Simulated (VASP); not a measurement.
Write the native input for VASP 6.6.1 that does the following.

| Property | Result |
| --- | --- |
| Task | Born charges and dielectric tensor |
| Functional | LDA |
| Potentials or basis | VASP PAW LDA potentials, release 64 (Cd, Te) |
| Cutoff | 520 eV |
| k mesh | 8 × 8 × 8 |
| Occupations | gaussian, width 0.02 eV |
| Spin | no spin polarisation |
| Further INCAR settings | ALGO = Fast; EDIFF = 1e-08; IBRION = 8; NSW = 1 |

The structure of CdTe lies in POSCAR:

```
CdTe                                    
1.0
    0.0000000000      3.2106110370      3.2106110370
    3.2106110370      0.0000000000      3.2106110370
    3.2106110370      3.2106110370      0.0000000000
  Cd              Te            
     1     1
Direct
     0.0000000000000000    0.0000000000000000    0.0000000000000000
     0.2500000000000000    0.2500000000000000    0.2500000000000000
```

The input as run:

INCAR

```
SYSTEM = CdTe
ALGO = Fast ; EDIFF = 1E-8
ENCUT = 520 ; IBRION = 8
ISIF = 2 ; ISMEAR = 0
LASPH = .True. ; LCHARG = .False.
LEPSILON = .True. ; LREAL = .False.
LWAVE = .False. ; NELM = 80
NSW = 1 ; PREC = Accurate
SIGMA = 0.02
```

KPOINTS

```
k-points
0
Gamma
  8 8 8
  0 0 0
```

Potentials or basis: VASP PAW LDA potentials, release 64 (Cd, Te).

Run with:

```sh
$ cat potpaw_LDA.64/Cd/POTCAR potpaw_LDA.64/Te/POTCAR > POTCAR
$ mpirun -np 1 vasp_std > vasp.out
```

It gave:

```json
{
  "Band gap on the k mesh": "0.64 eV, direct",
  "Electronic dielectric tensor (diagonal)": "12.58",
  "Born charges (mean of the diagonal)": "Cd +2.24; Te -2.24 e",
  "Highest phonon frequency at Γ, LO-TO splitting left out": "148 cm⁻¹"
}
```

Caveat: the gap is small at this level, which inflates the dielectric constant; spin-orbit coupling is left out, which moves the levels of the heavy elements.

Run time: 5.8 min on 1 thread of Intel(R) Xeon(R) Platinum 8488C (Sapphire Rapids) (shared host), peak memory 0.38 GiB.
